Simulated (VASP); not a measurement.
PtAs2 (pyrite): the formation energy from VASP (plane waves, PAW) at several levels of theory. The references are the elements' solids at the same level; no temperature or zero-point terms are added.    Spin-orbit coupling is left out, which shifts such energies by up to tenths of an eV for the heavy elements here.

| level | formation energy (eV/atom) |
|---|---|
| PBE | -0.522 |
| PBEsol | -0.555 |

The cell of the PBE run:

```cif
data_As8Pt4
_chemical_formula_sum 'As8 Pt4'
_space_group_name_H-M_alt 'P 1'
_space_group_IT_number 1
_cell_length_a 6.05780
_cell_length_b 6.05780
_cell_length_c 6.05780
_cell_angle_alpha 90.000
_cell_angle_beta 90.000
_cell_angle_gamma 90.000
loop_
_space_group_symop_operation_xyz
  'x, y, z'
loop_
_atom_site_label
_atom_site_type_symbol
_atom_site_fract_x
_atom_site_fract_y
_atom_site_fract_z
_atom_site_occupancy
As1 As 0.61667 0.88333 0.11667 1
As2 As 0.11667 0.61667 0.88333 1
As3 As 0.61667 0.61667 0.61667 1
As4 As 0.38333 0.38333 0.38333 1
As5 As 0.88333 0.11667 0.61667 1
As6 As 0.88333 0.38333 0.11667 1
As7 As 0.11667 0.88333 0.38333 1
As8 As 0.38333 0.11667 0.88333 1
Pt1 Pt 0.00000 0.50000 0.50000 1
Pt2 Pt 0.50000 0.00000 0.50000 1
Pt3 Pt 0.00000 0.00000 0.00000 1
Pt4 Pt 0.50000 0.50000 0.00000 1
```

Only levels that ran to the end are used. Left out are those held back, those with too coarse a band path, GW runs whose mesh misses a band edge, hybrids' fits of cells that aren't cubic and levels without matching references; a question may draw on a part of the rest.
